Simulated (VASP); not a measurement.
Here is the system:

```
CELL_PARAMETERS angstrom
      4.50065     0.00000     0.00000
     -2.25032     3.89767     0.00000
      0.00000     0.00000     5.10773
ATOMIC_POSITIONS crystal
  Ba 0.33333 0.66667 0.99899
  Ga 0.00000 0.00000 0.41900
  Sn 0.66667 0.33333 0.54173
  H  0.00000 0.00000 0.08398
```

These are LDA (Ceperley-Alder, Perdew-Zunger) with spin-orbit coupling, VASP's LDA PAW potentials (set 64) (plane waves; VASP) values and carry that method's errors. Settings: 400 eV cut-off, 5×5×4 Γ-centred mesh, Gaussian smearing of 0.050 eV, potentials Ba_sv Ga_d Sn_d H.

### Question
What does the run give for the energy per atom (σ→0), band gap (over mesh and band path) with the smallest direct gap where there is one?

### Answer

```yaml
band gap (over mesh and band path): 0.20 eV
smallest direct gap (over mesh and band path): 0.20 eV
energy per atom (σ→0): -4.086 eV/atom
```

Only differences to runs with the same potentials and settings are physical.

The structure comes from a computed database's BaGaSnH entry (P3m1); how it stands against other phases isn't given here. It was relaxed first, which changed the volume by -10 %.
